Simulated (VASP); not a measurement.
An input for Ansatz (written as the equivalent of a VASP run, and not itself run):

Ansatz 0.2 input:
```yaml
crystal:
  lattice:
    - [0.0000000, 3.0087681, 3.0087681]
    - [3.0087681, 0.0000000, 3.0087681]
    - [3.0087681, 3.0087681, 0.0000000]
  atoms:
    - { symbol: In, position: [0.0000000, 0.0000000, 0.0000000] }
    - { symbol: As, position: [0.2500000, 0.2500000, 0.2500000] }
kpoints:
  mp_grid: { grid: [11, 11, 11] }
hamiltonian:
  xc: pbe
  pseudopotentials: { kind: paw }
scf:
  occupations: { method: methfessel_paxton, width: 0.1 }
  max_iter: 100
relax:
  max_steps: 40
  f_tol: 0.02
  cell: { p_target: 10 }
output: { forces: true, stress: true, eigenvalues: true }
```

### Question
Translate this input to VASP (INCAR, KPOINTS, POSCAR, choice of POTCAR).

### Answer
Several could match; the one computed here: 
KPOINTS:
```
kpoints
0
G
  11 11 11
0 0 0
```

File POSCAR:
```
InAs
1
    0.0000000000     3.0087680996     3.0087680996
    3.0087680996     0.0000000000     3.0087680996
    3.0087680996     3.0087680996     0.0000000000
In As
1 1
Direct
  0.0000000000   0.0000000000   0.0000000000
  0.2500000000   0.2500000000   0.2500000000
```

### INCAR
```
SYSTEM=InAs
PREC=Accurate; ENCUT=500; LREAL=.FALSE.
LASPH=.TRUE.
EDIFF=1E-6; NELM=100; ALGO=Normal
LMAXMIX=4
ISMEAR=1; SIGMA=0.1
GGA=PE
IBRION=2; NSW=40; ISIF=3
EDIFFG=-0.02; PSTRESS=100
LWAVE=.FALSE.; LCHARG=.FALSE.
```

POTCAR, in this order: In_d As (PBE.64 set). Program: vasp_std.

Limits of the translation: each code has its own PAW files, so the cut-off isn't converted (ENCUT is set for VASP's; basis.ecutwfc is left out, and Ansatz then takes the one that its files recommend); Ansatz stops its SCF on the density residual and VASP on the energy change (EDIFF).

The compound is InAs in the zinc blende structure. This run relaxes it under an external pressure of 10 GPa. Symmetry was kept, so distortions that lower it aren't found.
